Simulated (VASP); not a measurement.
```yaml
crystal:
  lattice:
    - [1.84990, -3.20411, 0.00000]
    - [1.84990, 3.20411, 0.00000]
    - [0.00000, 0.00000, 6.80414]
  atoms:
    - { symbol: Sn, position: [0.00000, 0.00000, 0.00000] }
    - { symbol: S, position: [0.33333, 0.66667, 0.21737] }
    - { symbol: S, position: [0.66667, 0.33333, 0.78263] }
```

All values below come from PBE GGA, VASP's PBE PAW potentials (set 64) (plane waves; VASP). Run with 480 eV cut-off, 8×8×4 Γ-centred mesh, Gaussian smearing of 0.050 eV, potentials Sn_d S.

Without a dispersion term in the relaxation, distances and binding between the weakly bound layers, chains or molecules are unreliable, and so is what depends on them.

Problem. What does the run give for the energy per atom (σ→0)?

Solution. 
| Item | Result |
|---|---|
| energy per atom (σ→0) | -4.408 eV/atom |

Total energies compare only between runs with the same potentials, cut-off and functional.

The compound is SnS2 in the 1T layered structure. It was relaxed first, which changed the volume by +18 %.
